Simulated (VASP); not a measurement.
Input:

```xyz
2
Lattice="0.0000 2.9851 2.9851 2.9851 0.0000 2.9851 2.9851 2.9851 0.0000" Properties=species:S:1:pos:R:3 pbc="T T T"
Hg     0.0000     0.0000     0.0000
S      1.4925     1.4925     1.4925
```

The numbers are results of PBE GGA with D3 dispersion (zero damping), VASP's PBE PAW potentials (set 64) (plane waves; VASP), not measurements. Settings: 520 eV cut-off, 11×11×11 Γ-centred mesh, first-order Methfessel-Paxton smearing of 0.10 eV, potentials Hg S.

### Question
The job: HgS (zinc blende), 2 atoms, PBE-D3 (zero damping), static run, 520 eV, 11×11×11 Γ-centred mesh. Roughly how much core time does it take on a busy server core?

### Answer
About 30 core-seconds (one run on a shared machine, a rough figure). It had 56 irreducible k-points, 13 bands, up to 1459 plane waves and 17 electronic steps.

The compound is HgS in the zinc blende structure, metacinnabar; cinnabar is the stable form. This cell is one point of a volume scan, at 1.03 of the reference volume.
